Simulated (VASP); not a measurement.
Data:

```yaml
crystal:
  lattice:
    - [3.49076, -5.99696, 0.01265]
    - [1.72407, 2.98618, 0.00000]
    - [0.01022, -0.00590, 5.60929]
  atoms:
    - { symbol: In, position: [0.34305, 0.34305, 0.50232] }
    - { symbol: In, position: [0.16522, 0.66522, 0.00091] }
    - { symbol: In, position: [0.82479, 0.32479, 0.50243] }
    - { symbol: N, position: [0.36406, 0.36406, 0.89075] }
    - { symbol: N, position: [0.16369, 0.66370, 0.38760] }
    - { symbol: N, position: [0.80487, 0.30487, 0.89843] }
    - { symbol: N, position: [0.66946, 0.66946, 0.34231] }
    - { symbol: Al, position: [0.66485, 0.66485, 0.00325] }
```

Computed with PBE GGA, VASP's PBE PAW potentials (set 64) (plane waves; VASP 6.6.1). Settings: 500 eV cut-off, Gaussian smearing of 0.050 eV, potentials In_d N Al.

Unless said otherwise, spin-orbit coupling is left out, though it shifts the bands of the heavy elements here.

Give the energies of bands 22 to 35 at the high-symmetry points, in eV from the valence-band maximum.

```tsv
band	Γ	Z	D	B	A	E	C2	Y2
22	-4.49	-4.34	-4.44	-3.67	-3.85	-5.34	-4.80	-3.94
23	-3.46	-4.32	-4.28	-3.37	-3.45	-5.31	-4.78	-3.08
24	-2.40	-3.41	-3.62	-2.77	-2.19	-2.27	-2.95	-2.02
25	-1.89	-3.36	-3.25	-2.32	-1.83	-1.99	-2.89	-1.72
26	-1.15	-3.19	-2.45	-2.08	-1.74	-1.58	-2.69	-1.45
27	-1.07	-3.15	-2.17	-1.39	-1.45	-1.58	-2.59	-1.41
28	-0.62	-1.79	-1.81	-0.88	-1.33	-1.53	-1.92	-0.90
29	-0.32	-1.72	-1.79	-0.59	-0.90	-1.38	-1.25	-0.58
30	-0.12	-1.66	-0.94	-0.56	-0.85	-1.33	-1.15	-0.34
31	0.00	-1.45	-0.74	-0.24	-0.80	-1.21	-1.01	-0.24
32	0.29	4.36	3.47	2.64	3.35	3.28	4.17	2.60
33	3.08	4.79	4.23	2.69	3.69	3.38	4.26	2.75
34	4.33	5.07	4.37	4.74	3.87	3.61	5.04	3.70
35	4.84	5.11	4.75	5.18	4.68	3.93	5.13	3.90
```

The gap is direct, 0.29 eV, from the valence maximum at Γ to the conduction minimum at Γ.

The structure was generated: AlIn3N4 was put into an ordered model structure (Pm), which need not be its known phase. It was relaxed first.
